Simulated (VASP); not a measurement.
Here is a VASP 6.6.1 calculation.

Contents of INCAR:

```
SYSTEM = WS2
  ALGO = Normal
  DIPOL = 0.5 0.5 0.500
  EDIFF = 1E-6
  ENCUT = 520
  GGA = PE
  GGA_COMPAT = .FALSE.
  IDIPOL = 3
  ISIF = 2
  ISMEAR = 0
  IVDW = 12
  KPAR = 4
  LASPH = .TRUE.
  LCHARG = .FALSE.
  LDIPOL = .TRUE.
  LMAXMIX = 4
  LORBIT = 11
  LREAL = .FALSE.
  LSORBIT = .TRUE.
  LVACPOTAV = .TRUE.
  LVHAR = .TRUE.
  LWAVE = .FALSE.
  MAGMOM = 0 0 0 0 0 0 0 0 0 0 0 0 0 0 0 0 0 0 0 0 0 0 0 0 0 0 0
  NBANDS = 99
  NELM = 80
  PREC = Accurate
  SIGMA = 0.03
```

The input KPOINTS:

```
k-points
0
G
  12 12 1
  0 0 0
```

File POSCAR:

```
WS2                                     
1.0
    3.1561256143     -0.0000000000      0.0000000000
   -1.5780628072      2.7332849557      0.0000000000
    0.0000000000      0.0000000000     33.6250000000
  S               W             
     6     3
Direct
     0.3333333300000021    0.6666666699999979    0.2723105646498177
     0.3333333300000021    0.6666666699999979    0.3660349466220147
     0.6666666699999979    0.3333333300000021    0.4531816292978916
     0.6666666699999979    0.3333333300000021    0.5468183707021084
     0.3333333300000021    0.6666666699999979    0.6339650533779854
     0.3333333300000021    0.6666666699999979    0.7276894353501823
     0.6666666699999979    0.3333333300000021    0.3192010153483770
     0.3333333300000021    0.6666666699999979    0.5000000000000000
     0.6666666699999979    0.3333333300000021    0.6807989846516229
```

KPOINTS_OPT

```
explicit points
67
Reciprocal
 0.0000000000  0.0000000000  0.0000000000 1
 0.0357142900  0.0000000000  0.0000000000 1
 0.0714285700  0.0000000000  0.0000000000 1
 0.1071428600  0.0000000000  0.0000000000 1
 0.1428571400  0.0000000000  0.0000000000 1
 0.1785714300  0.0000000000  0.0000000000 1
 0.2142857100  0.0000000000  0.0000000000 1
 0.2500000000  0.0000000000  0.0000000000 1
 0.2857142900  0.0000000000  0.0000000000 1
 0.3214285700  0.0000000000  0.0000000000 1
 0.3571428600  0.0000000000  0.0000000000 1
 0.3928571400  0.0000000000  0.0000000000 1
 0.4285714300  0.0000000000  0.0000000000 1
 0.4642857100  0.0000000000  0.0000000000 1
 0.5000000000  0.0000000000  0.0000000000 1
 0.4791666700  0.0416666700  0.0000000000 1
 0.4583333300  0.0833333300  0.0000000000 1
 0.4375000000  0.1250000000  0.0000000000 1
 0.4166666700  0.1666666700  0.0000000000 1
 0.3958333300  0.2083333300  0.0000000000 1
 0.3750000000  0.2500000000  0.0000000000 1
 0.3541666700  0.2916666700  0.0000000000 1
 0.3333333300  0.3333333300  0.0000000000 1
 0.3137254900  0.3137254900  0.0000000000 1
 0.2941176500  0.2941176500  0.0000000000 1
 0.2745098000  0.2745098000  0.0000000000 1
 0.2549019600  0.2549019600  0.0000000000 1
 0.2352941200  0.2352941200  0.0000000000 1
 0.2156862700  0.2156862700  0.0000000000 1
 0.1960784300  0.1960784300  0.0000000000 1
 0.1764705900  0.1764705900  0.0000000000 1
 0.1568627500  0.1568627500  0.0000000000 1
 0.1372549000  0.1372549000  0.0000000000 1
 0.1176470600  0.1176470600  0.0000000000 1
 0.0980392200  0.0980392200  0.0000000000 1
 0.0784313700  0.0784313700  0.0000000000 1
 0.0588235300  0.0588235300  0.0000000000 1
 0.0392156900  0.0392156900  0.0000000000 1
 0.0196078400  0.0196078400  0.0000000000 1
 0.0000000000  0.0000000000  0.0000000000 1
 0.0000000000  0.0000000000  0.0000000000 1
 0.0060733500 -0.0030366800  0.0000000000 1
-0.0060733500  0.0030366800  0.0000000000 1
 0.0177139500 -0.0088569700  0.0000000000 1
-0.0177139500  0.0088569700  0.0000000000 1
 0.0000000000  0.0052596800  0.0000000000 1
-0.0000000000 -0.0052596800  0.0000000000 1
 0.0000000000  0.0153407300  0.0000000000 1
-0.0000000000 -0.0153407300  0.0000000000 1
 0.5000000000  0.0000000000  0.0000000000 1
 0.5060733500 -0.0030366800  0.0000000000 1
 0.4939266500  0.0030366800  0.0000000000 1
 0.5177139500 -0.0088569700  0.0000000000 1
 0.4822860500  0.0088569700  0.0000000000 1
 0.5000000000  0.0052596800  0.0000000000 1
 0.5000000000 -0.0052596800  0.0000000000 1
 0.5000000000  0.0153407300  0.0000000000 1
 0.5000000000 -0.0153407300  0.0000000000 1
 0.3333333300  0.3333333300  0.0000000000 1
 0.3394066800  0.3302966500  0.0000000000 1
 0.3272599800  0.3363700100  0.0000000000 1
 0.3510472800  0.3244763600  0.0000000000 1
 0.3156193800  0.3421903000  0.0000000000 1
 0.3333333300  0.3385930100  0.0000000000 1
 0.3333333300  0.3280736500  0.0000000000 1
 0.3333333300  0.3486740600  0.0000000000 1
 0.3333333300  0.3179926000  0.0000000000 1
```

Potentials or basis: VASP PAW PBE potentials, release 64 (S, W_sv).

The run is started by

```bash
$ cat potpaw_PBE.64/S/POTCAR potpaw_PBE.64/W_sv/POTCAR > POTCAR
$ mpirun -np 4 vasp_ncl > vasp.out
```

(1) Estimate the work function of the lower face.

(2) Predict the largest force.

(3) What does it give for the work function of the upper face?

## Answers

(1) 4.80 eV.

(2) 0.031 eV/Å.

(3) 4.80 eV.
